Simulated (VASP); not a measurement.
A run of VASP 6.6.1 is set up as follows.

The input INCAR:

```
SYSTEM = Ga8SbAs7
PREC = Accurate
ENCUT = 600
EDIFF = 1E-6
ISMEAR = 0
SIGMA = 0.03
LREAL = .False.
LASPH = .True.
NELM = 80
ALGO = Normal
ISIF = 3
LWAVE = .False.
LCHARG = .False.
GGA = PS
IBRION = 2
NSW = 90
EDIFFG = -0.01
KPAR = 4
```

KPOINTS

```
regular mesh
0
Gamma
  6 6 6
  0 0 0
```

File POSCAR:

```
Ga8SbAs7
1.0
   -5.7117375000      5.7117375000      0.0000000000
   -5.7117375000      0.0000000000      5.7117375000
    0.0000000000      5.7117375000      5.7117375000
Ga Sb As
8 1 7
Direct
    0.0000000000      0.0000000000      0.0000000000
    0.5000000000      0.0000000000      0.0000000000
    0.0000000000      0.5000000000      0.0000000000
    0.0000000000      0.0000000000      0.5000000000
    0.5000000000      0.5000000000      0.0000000000
    0.5000000000      0.0000000000      0.5000000000
    0.0000000000      0.5000000000      0.5000000000
    0.5000000000      0.5000000000      0.5000000000
    0.8750000000      0.8750000000      0.3750000000
    0.3750000000      0.8750000000      0.3750000000
    0.8750000000      0.3750000000      0.3750000000
    0.8750000000      0.8750000000      0.8750000000
    0.3750000000      0.3750000000      0.3750000000
    0.3750000000      0.8750000000      0.8750000000
    0.8750000000      0.3750000000      0.8750000000
    0.3750000000      0.3750000000      0.8750000000
```

Potentials or basis: VASP PAW PBE potentials, release 64 (Ga_d, Sb, As).

Run with:

```sh
$ cat potpaw_PBE.64/Ga_d/POTCAR potpaw_PBE.64/Sb/POTCAR potpaw_PBE.64/As/POTCAR > POTCAR
$ mpirun -np 4 vasp_std > vasp.out
```

Question: What does it give for the band gap on the k mesh?

Answer: 0.06 eV, direct.

Question: Predict the relaxed volume.

Answer: 23.43 Å³/atom.

Question: Estimate the space group after relaxing (to 0.05 Å).

Answer: F-43m (No. 216).

Step by step:
```tsv
step	energy change (eV)	largest force (eV/Å)	pressure (GPa)	volume (Å³)
1	0.0000	1.3592	0.60	372.68
2	-0.2196	0.3158	-0.39	377.38
3	-0.2288	0.0814	-0.61	378.58
4	-0.2374	0.0378	0.20	373.67
5	-0.2380	0.0382	0.05	374.62
6	-0.2380	0.0383	0.02	374.70
7	-0.2386	0.0167	-0.01	374.80
8	-0.2387	0.0052	-0.02	374.85
```

Caveat: the PAW data sets were made with another functional, which shifts forces and pressure a little; spin-orbit coupling is left out, which moves the levels of the heavy elements.
